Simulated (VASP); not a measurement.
# HoTl3: vacancies and antisites compared, part 4 of 6

Wanted: a map of the native defects of HoTl3, all in one supercell and at one level. The start is a cell from a database of measured crystal structures.

VASP 6.6.1, plane waves and PAW; the level of theory is named at each step.

Still holding for the runs below: The data set Ho_3 holds the 4f electrons frozen in the core, so no f bands or f moments appear.

So far. Step 5 (Reference Tl): The run ended after 6 ionic steps, 0.010 eV below its first step, once forces and stress met EDIFFG = -0.02. Step 5 (Reference Tl): Energy at zero smearing: -5.27739 eV.

**6. The defect cell, 31 atoms, defect Ho vacancy**

This step: PBEsol, 4f electrons in the core; plane waves and PAW (Tl, Ho_3) (VASP 6.6.1).

System of this step: Ho7Tl24. The cell holds 31 atoms: 24 Tl and 7 Ho. Cell: a = 9.332 Å, b = 9.332 Å, c = 9.332 Å, α = 90.0°, β = 90.0°, γ = 90.0°. It derives from HoTl3. Nearest the centre at fractional (0.000, 0.000, 0.000): Tl1 at 3.30 Å, Tl3 at 3.30 Å, Tl7 at 3.30 Å, Tl5 at 3.30 Å, Tl13 at 3.30 Å, Tl14 at 3.30 Å, Tl10 at 3.30 Å, Tl9 at 3.30 Å.

The host is treated as a metal, since its gap is under 0.3 eV or closed. The run keeps 48 symmetry operations, which cuts the number of k-points but bars distortions that break them. The atoms relax at the host's fixed cell.

Input file INCAR:

```
SYSTEM = Ho7Tl24
PREC = Normal
ENCUT = 300
EDIFF = 1E-05
NELM = 120
ISMEAR = 1
SIGMA = 0.2
LREAL = Auto
ALGO = Fast
GGA = PS
LORBIT = 11
LWAVE = .FALSE.
LCHARG = .TRUE.
KPAR = 4
NCORE = 2
IBRION = 2
NSW = 50
ISIF = 2
EDIFFG = -0.03
POTIM = 0.4
MAXMIX = 40
ISYM = 2
```

Input file POSCAR:

```
Ho7Tl24
1.0
    9.3320000000      0.0000000000      0.0000000000
    0.0000000000      9.3320000000      0.0000000000
    0.0000000000      0.0000000000      9.3320000000
Tl Ho
24 7
Direct
    0.2500000000      0.2500000000      0.0000000000
    0.2500000000      0.2500000000      0.5000000000
    0.2500000000      0.7500000000      0.0000000000
    0.2500000000      0.7500000000      0.5000000000
    0.7500000000      0.2500000000      0.0000000000
    0.7500000000      0.2500000000      0.5000000000
    0.7500000000      0.7500000000      0.0000000000
    0.7500000000      0.7500000000      0.5000000000
    0.2500000000      0.0000000000      0.2500000000
    0.2500000000      0.0000000000      0.7500000000
    0.2500000000      0.5000000000      0.2500000000
    0.2500000000      0.5000000000      0.7500000000
    0.7500000000      0.0000000000      0.2500000000
    0.7500000000      0.0000000000      0.7500000000
    0.7500000000      0.5000000000      0.2500000000
    0.7500000000      0.5000000000      0.7500000000
    0.0000000000      0.2500000000      0.2500000000
    0.0000000000      0.2500000000      0.7500000000
    0.0000000000      0.7500000000      0.2500000000
    0.0000000000      0.7500000000      0.7500000000
    0.5000000000      0.2500000000      0.2500000000
    0.5000000000      0.2500000000      0.7500000000
    0.5000000000      0.7500000000      0.2500000000
    0.5000000000      0.7500000000      0.7500000000
    0.0000000000      0.0000000000      0.5000000000
    0.0000000000      0.5000000000      0.0000000000
    0.0000000000      0.5000000000      0.5000000000
    0.5000000000      0.0000000000      0.0000000000
    0.5000000000      0.0000000000      0.5000000000
    0.5000000000      0.5000000000      0.0000000000
    0.5000000000      0.5000000000      0.5000000000
```

Input file KPOINTS:

```
Automatic mesh
0
Monkhorst-Pack
3 3 3
0 0 0
```

Potentials, in the order of the species: Tl and Ho_3 (PBE family, release 64).

Launch:

```console
> mpirun -np 8 vasp_std
```

Output:

```text
[banner, memory and clock lines left out]
running    8 mpi-ranks, on    1 nodes
 distrk:  each k-point on    2 cores,    4 groups
 distr:  one band on    2 cores,    1 groups

 POSCAR found type information on POSCAR TlHo
 POSCAR found :  2 types and      31 ions
 [... a notice as in an earlier step ...]

 LDA part: xc-table for (Slater+PW92), standard interpolation
 POSCAR, INCAR and KPOINTS ok, starting setup
 FFT: planning ... GRIDC
 FFT: planning ... GRID_SOFT
 FFT: planning ... GRID
 WAVECAR not read
 entering main loop
       N       E                     dE             d eps       ncg     rms          rms(c)
DAV:   1     0.882262302960E+03    0.88226E+03   -0.32554E+04   840   0.861E+02
DAV:   2     0.197112749742E+02   -0.86255E+03   -0.84416E+03  1144   0.345E+02
DAV:   3    -0.984672836151E+02   -0.11818E+03   -0.11514E+03  1176   0.139E+02
DAV:   4    -0.105691951201E+03   -0.72247E+01   -0.69739E+01  1136   0.340E+01
DAV:   5    -0.106171105602E+03   -0.47915E+00   -0.46734E+00  1176   0.960E+00    0.458E+01
RMM:   6    -0.105202672172E+03    0.96843E+00   -0.60659E-01   946   0.346E+00    0.273E+01
RMM:   7    -0.104727417449E+03    0.47525E+00   -0.16860E+00  1003   0.366E+00    0.839E-01
RMM:   8    -0.104738660894E+03   -0.11243E-01   -0.26906E-01  1007   0.159E+00    0.324E-01
RMM:   9    -0.104748184375E+03   -0.95235E-02   -0.10654E-01  1081   0.800E-01    0.196E-01
RMM:  10    -0.104749962901E+03   -0.17785E-02   -0.23294E-02  1050   0.373E-01    0.860E-02
RMM:  11    -0.104751504652E+03   -0.15418E-02   -0.16963E-02  1056   0.219E-01    0.526E-02
RMM:  12    -0.104752097156E+03   -0.59250E-03   -0.60675E-03   963   0.135E-01    0.308E-02
RMM:  13    -0.104752629096E+03   -0.53194E-03   -0.54042E-03   848   0.871E-02    0.115E-02
RMM:  14    -0.104752851254E+03   -0.22216E-03   -0.22684E-03   757   0.771E-02    0.873E-03
RMM:  15    -0.104753061015E+03   -0.20976E-03   -0.20987E-03   693   0.516E-02    0.826E-03
RMM:  16    -0.104753151180E+03   -0.90165E-04   -0.91241E-04   656   0.382E-02    0.999E-03
RMM:  17    -0.104753235757E+03   -0.84577E-04   -0.84696E-04   637   0.298E-02    0.144E-02
RMM:  18    -0.104753274139E+03   -0.38382E-04   -0.38762E-04   579   0.240E-02    0.146E-02
RMM:  19    -0.104753309676E+03   -0.35537E-04   -0.35295E-04   549   0.219E-02    0.218E-02
RMM:  20    -0.104753326499E+03   -0.16823E-04   -0.17622E-04   523   0.176E-02    0.122E-02
RMM:  21    -0.104753341365E+03   -0.14866E-04   -0.14456E-04   504   0.208E-02    0.602E-03
RMM:  22    -0.104753349304E+03   -0.79396E-05   -0.85098E-05   494   0.190E-02
   1 F= -.10475335E+03 E0= -.10476470E+03  d E =-.104753E+03
 curvature:   0.00 expect dE= 0.000E+00 dE for cont linesearch  0.000E+00
 trial: gam= 0.00000 g(F)=  0.427E-01 g(S)=  0.000E+00 ort = 0.000E+00 (trialstep = 0.100E+01)
 search vector abs. value=  0.427E-01
 bond charge predicted
       N       E                     dE             d eps       ncg     rms          rms(c)
DAV:   1    -0.104790082283E+03   -0.36741E-01   -0.23200E-01   800   0.111E+00    0.133E-01
RMM:   2    -0.104792013725E+03   -0.19314E-02   -0.21360E-02   823   0.824E-01    0.423E-01
RMM:   3    -0.104793473284E+03   -0.14596E-02   -0.12747E-02   941   0.214E-01    0.429E-01
RMM:   4    -0.104794922504E+03   -0.14492E-02   -0.54245E-03   941   0.143E-01    0.655E-01
RMM:   5    -0.104794639913E+03    0.28259E-03   -0.11938E-03   888   0.986E-02    0.661E-01
RMM:   6    -0.104794733907E+03   -0.93993E-04   -0.82044E-04   842   0.604E-02    0.669E-01
RMM:   7    -0.104794902159E+03   -0.16825E-03   -0.31174E-04   718   0.498E-02    0.658E-01
RMM:   8    -0.104795264689E+03   -0.36253E-03   -0.36229E-04   761   0.555E-02    0.659E-01
RMM:   9    -0.104796394883E+03   -0.11302E-02   -0.11433E-03   979   0.914E-02    0.654E-01
RMM:  10    -0.104796987593E+03   -0.59271E-03   -0.79411E-04   891   0.641E-02    0.647E-01
RMM:  11    -0.104796848703E+03    0.13889E-03   -0.16816E-04   644   0.513E-02    0.635E-01
RMM:  12    -0.104796751561E+03    0.97142E-04   -0.73216E-05   535   0.392E-02    0.635E-01
RMM:  13    -0.104796773145E+03   -0.21584E-04   -0.49363E-05   495   0.269E-02    0.636E-01
RMM:  14    -0.104795001654E+03    0.17715E-02   -0.84228E-04   987   0.671E-02    0.561E-01
RMM:  15    -0.104795330642E+03   -0.32899E-03   -0.17440E-04   756   0.550E-02    0.518E-01
RMM:  16    -0.104794070376E+03    0.12603E-02   -0.12000E-03   994   0.816E-02    0.369E-01
RMM:  17    -0.104793572759E+03    0.49762E-03   -0.12972E-03   987   0.870E-02    0.281E-01
RMM:  18    -0.104793548623E+03    0.24135E-04   -0.23994E-04   715   0.544E-02    0.255E-01
RMM:  19    -0.104793459080E+03    0.89543E-04   -0.16226E-04   635   0.743E-02    0.239E-01
RMM:  20    -0.104793340677E+03    0.11840E-03   -0.14708E-04   715   0.434E-02    0.214E-01
RMM:  21    -0.104793338367E+03    0.23096E-05   -0.17596E-04   750   0.459E-02    0.180E-01
RMM:  22    -0.104793265315E+03    0.73052E-04   -0.85526E-05   617   0.399E-02    0.162E-01
RMM:  23    -0.104793194909E+03    0.70405E-04   -0.90039E-05   594   0.449E-02    0.142E-01
RMM:  24    -0.104793105881E+03    0.89029E-04   -0.18992E-04   779   0.411E-02    0.109E-01
RMM:  25    -0.104793156215E+03   -0.50334E-04   -0.54326E-05   504   0.397E-02    0.117E-01
RMM:  26    -0.104793098315E+03    0.57900E-04   -0.41330E-05   466   0.429E-02    0.103E-01
RMM:  27    -0.104793032666E+03    0.65649E-04   -0.66375E-05   539   0.267E-02    0.904E-02
RMM:  28    -0.104793011299E+03    0.21367E-04   -0.37289E-05   475   0.437E-02    0.876E-02
RMM:  29    -0.104792919501E+03    0.91798E-04   -0.15119E-04   740   0.331E-02    0.595E-02
RMM:  30    -0.104792909875E+03    0.96265E-05   -0.78318E-05   573   0.456E-02
   2 F= -.10479291E+03 E0= -.10480351E+03  d E =-.395606E-01
[...]
3 F= -.10487193E+03 E0= -.10487944E+03  d E =-.118580E+00
[...]
4 F= -.10484785E+03 E0= -.10484733E+03  d E =-.944995E-01
[...]
5 F= -.10489182E+03 E0= -.10489643E+03  d E =-.138470E+00
[...]
6 F= -.10489213E+03 E0= -.10489636E+03  d E =-.138779E+00
[...]
7 F= -.10489607E+03 E0= -.10490079E+03  d E =-.394183E-02
 trial-energy change:   -0.003942  1 .order   -0.003920   -0.004993   -0.002847
 step:   4.8770(harm=  4.8770)  dis= 0.00962  next Energy=  -104.897938 (dE=-0.581E-02)
 bond charge predicted
       N       E                     dE             d eps       ncg     rms          rms(c)
DAV:   1    -0.104896701732E+03   -0.63685E-03   -0.95565E-02   678   0.775E-01    0.177E-01
RMM:   2    -0.104897677486E+03   -0.97575E-03   -0.96971E-03   782   0.632E-01    0.193E-01
RMM:   3    -0.104897454475E+03    0.22301E-03   -0.68009E-03   949   0.188E-01    0.143E-01
RMM:   4    -0.104897793828E+03   -0.33935E-03   -0.14577E-03   887   0.104E-01    0.140E-01
RMM:   5    -0.104900172243E+03   -0.23784E-02   -0.49887E-03  1081   0.199E-01    0.263E-01
RMM:   6    -0.104900384931E+03   -0.21269E-03   -0.13685E-03   979   0.949E-02    0.284E-01
RMM:   7    -0.104900127711E+03    0.25722E-03   -0.39583E-04   762   0.709E-02    0.278E-01
RMM:   8    -0.104899968243E+03    0.15947E-03   -0.13188E-04   611   0.546E-02    0.274E-01
RMM:   9    -0.104899628345E+03    0.33990E-03   -0.69868E-05   593   0.376E-02    0.272E-01
RMM:  10    -0.104897427533E+03    0.22008E-02   -0.45033E-03  1138   0.180E-01    0.155E-01
RMM:  11    -0.104897496058E+03   -0.68525E-04   -0.13795E-03   992   0.975E-02    0.127E-01
RMM:  12    -0.104897560902E+03   -0.64844E-04   -0.32640E-04   771   0.554E-02    0.115E-01
RMM:  13    -0.104897562045E+03   -0.11428E-05   -0.21718E-04   665   0.593E-02    0.111E-01
RMM:  14    -0.104897569287E+03   -0.72427E-05   -0.79348E-05   549   0.361E-02
   8 F= -.10489757E+03 E0= -.10490248E+03  d E =-.544098E-02
 curvature:  -2.62 expect dE=-0.196E-04 dE for cont linesearch -0.412E-05
 trial: gam= 0.01234 g(F)=  0.748E-05 g(S)=  0.000E+00 ort =-0.635E-04 (trialstep = 0.265E+01)
 search vector abs. value=  0.630E-05
 reached required accuracy - stopping structural energy minimisation
```

Wall time 92 s (8 MPI ranks of AMD EPYC 9R45, shared host); peak memory 1.8 GiB.

Parts of OUTCAR (step 6):

```text
   k-points           NKPTS =      4   k-points in BZ     NKDIM =      4   number of bands    NBANDS=     83

   NELECT =     135.0000    total number of electrons

 E-fermi :   4.8529

 k-point     1 :       0.0000    0.0000    0.0000
  band No.  band energies     occupation
    ...
     63       4.4471      2.01455
     64       4.4471      2.01455
     65       4.7298      1.85348
     66       4.7298      1.85348
     67       4.7298      1.85348
     68       5.3182     -0.00486
     69       5.3182     -0.00486
     70       5.3182     -0.00486
     71       5.9787     -0.00000
     72       5.9787     -0.00000
    ...

  Total       -1.9110236     -1.9110236     -1.9110236      0.0000000      0.0000000      0.0000000
  in kB       -3.7674930     -3.7674930     -3.7674930      0.0000000      0.0000000      0.0000000
  external PRESSURE =      -3.7674930 kB  Pullay stress =       0.0000000 kB

 POSITION                                       TOTAL-FORCE (eV/Angst)
 -----------------------------------------------------------------------------------
      2.27700      2.27700      0.00000         0.002761      0.002761     -0.000000
      2.32352      2.32352      4.66600         0.000670      0.000670     -0.000000
      2.27700      7.05500      0.00000         0.002761     -0.002761     -0.000000
      2.32352      7.00848      4.66600         0.000670     -0.000670     -0.000000
      7.05500      2.27700      0.00000        -0.002761      0.002761     -0.000000
      7.00848      2.32352      4.66600        -0.000670      0.000670     -0.000000
      7.05500      7.05500      0.00000        -0.002761     -0.002761     -0.000000
      7.00848      7.00848      4.66600        -0.000670     -0.000670     -0.000000
      2.27700      0.00000      2.27700         0.002761     -0.000000      0.002761
      2.27700      0.00000      7.05500         0.002761     -0.000000     -0.002761
      2.32352      4.66600      2.32352         0.000670      0.000000      0.000670
      2.32352      4.66600      7.00848         0.000670     -0.000000     -0.000670
      7.05500      0.00000      2.27700        -0.002761      0.000000      0.002761
      7.05500      0.00000      7.05500        -0.002761      0.000000     -0.002761
      7.00848      4.66600      2.32352        -0.000670      0.000000      0.000670
      7.00848      4.66600      7.00848        -0.000670     -0.000000     -0.000670
      0.00000      2.27700      2.27700         0.000000      0.002761      0.002761
      0.00000      2.27700      7.05500         0.000000      0.002761     -0.002761
      0.00000      7.05500      2.27700         0.000000     -0.002761      0.002761
      0.00000      7.05500      7.05500         0.000000     -0.002761     -0.002761
      4.66600      2.32352      2.32352         0.000000      0.000670      0.000670
      4.66600      2.32352      7.00848         0.000000      0.000670     -0.000670
      4.66600      7.00848      2.32352         0.000000     -0.000670      0.000670
      4.66600      7.00848      7.00848         0.000000     -0.000670     -0.000670
[...]
-----------------------------------------------------------------------------------
    total drift:                               -0.000000      0.000000     -0.000000

  FREE ENERGIE OF THE ION-ELECTRON SYSTEM (eV)
  ---------------------------------------------------
  free  energy   TOTEN  =      -104.8975692873 eV

  energy  without entropy=     -104.9123005021  energy(sigma->0) =     -104.90247969

[... 7 parts as in an earlier step ...]

[... 8 further parts left out ...]
```

This run has no spin polarisation. Its electron count is odd, so without a moment it is a metal by construction.

The steps of the relaxation:

| step | energy less that of the first step (eV) | largest force (eV/Å) |
| --- | --- | --- |
| 1 | 0.0000 | 0.3035 |
| 2 | -0.0396 | 0.2590 |
| 3 | -0.1186 | 0.1135 |
| 4 | -0.0945 | 0.1757 |
| 5 | -0.1385 | 0.0710 |
| 6 | -0.1388 | 0.0724 |
| 7 | -0.1427 | 0.0405 |
| 8 | -0.1442 | 0.0039 |

The atoms that moved most (Å):

| atom | dx | dy | dz | length |
| --- | --- | --- | --- | --- |
| Tl1 | -0.056 | -0.056 | 0.000 | 0.079 |
| Tl3 | -0.056 | 0.056 | 0.000 | 0.079 |
| Tl7 | 0.056 | 0.056 | 0.000 | 0.079 |
| Tl5 | 0.056 | -0.056 | 0.000 | 0.079 |
| Tl13 | 0.056 | 0.000 | -0.056 | 0.079 |
| Tl14 | 0.056 | 0.000 | 0.056 | 0.079 |
| Tl10 | -0.056 | 0.000 | 0.056 | 0.079 |
| Tl9 | -0.056 | 0.000 | -0.056 | 0.079 |

The relaxed structure:

```xyz
31
Lattice="9.3320 0.0000 0.0000 0.0000 9.3320 0.0000 0.0000 0.0000 9.3320" Properties=species:S:1:pos:R:3 pbc="T T T"
Tl    2.2770    2.2770    0.0000
Tl    2.3235    2.3235    4.6660
Tl    2.2770    7.0550    0.0000
Tl    2.3235    7.0085    4.6660
Tl    7.0550    2.2770    0.0000
Tl    7.0085    2.3235    4.6660
Tl    7.0550    7.0550    0.0000
Tl    7.0085    7.0085    4.6660
Tl    2.2770    0.0000    2.2770
Tl    2.2770    0.0000    7.0550
Tl    2.3235    4.6660    2.3235
Tl    2.3235    4.6660    7.0085
Tl    7.0550    0.0000    2.2770
Tl    7.0550    0.0000    7.0550
Tl    7.0085    4.6660    2.3235
Tl    7.0085    4.6660    7.0085
Tl    0.0000    2.2770    2.2770
Tl    0.0000    2.2770    7.0550
Tl    0.0000    7.0550    2.2770
Tl    0.0000    7.0550    7.0550
Tl    4.6660    2.3235    2.3235
Tl    4.6660    2.3235    7.0085
Tl    4.6660    7.0085    2.3235
Tl    4.6660    7.0085    7.0085
Ho    0.0000    0.0000    4.6660
Ho    0.0000    4.6660    0.0000
Ho    0.0000    4.6660    4.6660
Ho    4.6660    0.0000    0.0000
Ho    4.6660    0.0000    4.6660
Ho    4.6660    4.6660    0.0000
Ho    4.6660    4.6660    4.6660
```

Numbers from this step:

| Quantity | Value |
| --- | --- |
| electronic cycles | 147 |
| electrons | 135 |
| free energy (TOTEN) | -104.8976 eV |
| energy at zero smearing | -104.9025 eV |
| Fermi energy | 4.853 eV |

Valence density in the ac plane at fractional y = 0.000, through the centre, with atoms of Tl and Ho within 0.45 Å of it. It is the smooth field of the valence electrons, not physical close to the nuclei.

Ten steps, logarithmic in the rise over the least value, from '0' (0.0 e/Å³) to '9' (2.8 e/Å³), each cell a mean:
```
11112223336899974332221111
11112333334788764333322111
11223344433455543444433211
12234444443333334444443321
22344323443333334432344322
22344201343332334430134432
23344322443333334432234433
33344444443333333444444333
44334444433344433344444334
76533333334577653333333457
98743333335799864333333579
99753323336899975332233689
99743333336899974333333689
87643333334788764333333578
55433443333455543334433345
33344444433333333444444333
33344333443333334443344433
23344202343332334431134432
22344312343333334431234332
22234433443333334443344322
11233444443344433444443221
11122333334577653333332211
11112233335799874333222111
11111222336899975332221111
```
Columns run along a (9.3 Å), rows up along c (9.3 Å). Atoms in or near the plane, at fractional coordinates: Tl at (0.24, 0.24), Tl at (0.24, 0.76), Tl at (0.76, 0.24), Tl at (0.76, 0.76), Ho at (0.00, 0.50), Ho at (0.50, 0.00), Ho at (0.50, 0.50).

The run ended after 8 ionic steps, 0.144 eV below its first step, once the forces on the free atoms met EDIFFG = -0.03.

The 12 first neighbours (Tl) lie 3.30 Å from the site in the perfect crystal and 3.22 Å on average after the relaxation (-2.4 %).

**7. This defect's formation energies, 31 atoms, defect vacancy, element Ho**

This step: point defect, PBEsol; plane waves and PAW (VASP 6.6.1).

No new run; the numbers come from the runs before.

This step gave:

```yaml
formation_energy_of_the_neutral_defect: 2.007 eV
host_formation_enthalpy: -0.2809 eV/atom
```

Formation energy:

| formation energy (eV) | largest move (Å) |
| --- | --- |
| 2.007 | 0.07919 |

The formation energy is the energy of the relaxed defect cell less that of the perfect cell, with each removed atom booked to its reference and each added atom taken from it.

References, in eV an atom: Ho -4.942 (crystal P6_3/mmc) and Tl -2.639 (crystal P6_3/mmc). They were run at the supercell's cutoff and functional, without U, and count both elements from their own phases.

The formation energy is 2.007 eV, and the largest move of an atom 0.08 Å.

(Part 4 of 6 ends here.)

[Lines on the potential files, build, host, timing and source positions are cut from VASP's logs without a mark.]

[Logs are printed without paths, hosts, clocks, repeated set-up lines and the standing remarks that a program may print on its own settings, such as how far it seeks lower states.]

[Hosts, paths, dates, database ids (printed as entryN), source tags and the programs' standing remarks are cut or masked in the printed files.]

[In band tables of VASP the shares of atoms and orbitals are scaled to a sum of 1 inside the atoms' spheres.]

[Runs that stopped without an error message from VASP are left out.]
